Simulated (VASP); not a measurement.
Input:

```
CELL_PARAMETERS angstrom
      1.86852    -7.31739     0.00000
      1.86852     7.31739     0.00000
      0.00000     0.00000     3.71673
ATOMIC_POSITIONS crystal
  Ge 0.93912 0.06088 0.25000
  Ge 0.06088 0.93912 0.75000
  Ge 0.24988 0.75012 0.25000
  Ge 0.75012 0.24988 0.75000
  Hf 0.60462 0.39538 0.25000
  Hf 0.39538 0.60462 0.75000
```

All values below come from LDA (Ceperley-Alder, Perdew-Zunger), VASP's LDA PAW potentials (set 64) (plane waves; VASP). Run with 400 eV cut-off, 10×10×9 Γ-centred mesh, tetrahedra with Blöchl corrections, potentials Ge_d Hf_pv.

Unless said otherwise, spin-orbit coupling is left out, though it shifts the bands of the heavy elements here.

Problem. Estimate the energy per atom (σ→0), band gap (on the k-mesh) with the smallest direct gap where there is one.

Solution. 
The band gap (on the k-mesh) is none (metal, semimetal or under 0.01 eV). The energy per atom (σ→0) is -7.612 eV/atom.

Total energies compare only between runs with the same potentials, cut-off and functional.

The structure was generated: HfGe2 was put into the C49 type (Cmcm), which need not be its known phase. It was relaxed first, which changed the volume by -6 %.
